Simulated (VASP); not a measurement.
Set up this calculation in VASP 6.6.1, as the native input.

- Task: electron localisation function
- Functional: BLYP
- Potentials or basis: VASP PAW PBE potentials, release 64 (Cs_sv, C)
- Cutoff: 520 eV
- k mesh: 7 × 7 × 7
- Occupations: gaussian, width 0.05 eV
- Spin: no spin polarisation
- Further INCAR settings: ALGO = Normal; EDIFF = 1e-06

The structure of CsC lies in POSCAR:

```
CsC
1.0
    0.0000000000      3.3502045436      3.3502045436
    3.3502045436      0.0000000000      3.3502045436
    3.3502045436      3.3502045436      0.0000000000
Cs C
1 1
Direct
    0.0000000000      0.0000000000      0.0000000000
    0.2500000000      0.2500000000      0.2500000000
```

The cell was built by a generator and needn't be a form met in nature.

The cell isn't the ideal one: volume scaled by 1.25.

One way to write it, as run:

INCAR

```
PREC = Accurate
ENCUT = 520
EDIFF = 1E-6
ISMEAR = 0
SIGMA = 0.05
LREAL = False
LASPH = True
NELM = 80
ALGO = Normal
ISIF = 2
LWAVE = False
LCHARG = True
GGA = B5
ALDAX = 1.0
AGGAX = 1.0
AGGAC = 1.0
ALDAC = 0.0
LELF = True
```

KPOINTS

```
regular mesh
0
Gamma
  7 7 7
```

Potentials or basis: VASP PAW PBE potentials, release 64 (Cs_sv, C).

Launch:

```console
$ cat potpaw_PBE.64/Cs_sv/POTCAR potpaw_PBE.64/C/POTCAR > POTCAR
$ mpirun -np 1 vasp_std > vasp.out
```

Results of the run:

```json
{"Pressure": "2.1 GPa", "Band gap on the k mesh": "none (metal or under the smearing width)"}
```

Caveat: the PAW data sets were made with another functional, which shifts forces and pressure a little.

Run time: 31 s on 1 thread of Intel(R) Xeon(R) Platinum 8488C (Sapphire Rapids), with other jobs on the host, peak memory 0.2 GiB.
